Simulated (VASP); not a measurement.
An input for Ansatz (written as the equivalent of a VASP run, and not itself run):

Ansatz 0.2 input:
```yaml
crystal:
  lattice:
    - [1.4279770, -2.4733288, 0.0000000]
    - [1.4279770, 2.4733288, 0.0000000]
    - [0.0000000, 0.0000000, 4.5527735]
  atoms:
    - { symbol: Ti, position: [0.3333330, 0.6666670, 0.2500000] }
    - { symbol: Ti, position: [0.6666670, 0.3333330, 0.7500000] }
kpoints:
  mp_grid: { grid: [16, 16, 9] }
hamiltonian:
  xc: lda
  pseudopotentials: { kind: paw }
scf:
  occupations: { method: tetrahedron }
  max_iter: 100
output: { forces: true, stress: true, eigenvalues: true }
```

Task: Write the VASP files for the same calculation (LDA).

Result: This is not unique; one that fits is 
**POSCAR**
```
Ti
1
    1.4279769937    -2.4733287583     0.0000000000
    1.4279769937     2.4733287583     0.0000000000
    0.0000000000     0.0000000000     4.5527734772
Ti
2
Direct
  0.3333330000   0.6666670000   0.2500000000
  0.6666670000   0.3333330000   0.7500000000
```

INCAR:
```
ALGO = Normal
EDIFF = 1E-7
ENCUT = 520
ISIF = 2
ISMEAR = -5
LASPH = .TRUE.
LCHARG = .TRUE.
LMAXMIX = 4
LORBIT = 11
LREAL = .FALSE.
LWAVE = .FALSE.
NEDOS = 601
NELM = 100
PREC = Accurate
SYSTEM = Ti
```

File KPOINTS:
```
K-points
0
G
 16 16 9
```

POTCAR, in this order: Ti_sv (LDA.64 set). Program: vasp_std.

What does not carry over: each code has its own PAW files, so the cut-off isn't converted (ENCUT is set for VASP's; basis.ecutwfc is left out, and Ansatz then takes the one that its files recommend); Ansatz stops its SCF on the density residual and VASP on the energy change (EDIFF); Ansatz's lda is the Perdew-Wang form, while the LDA potentials of VASP carry Perdew-Zunger's.

The compound is Ti in the hcp structure. It was relaxed first, which changed the volume by -9 %.
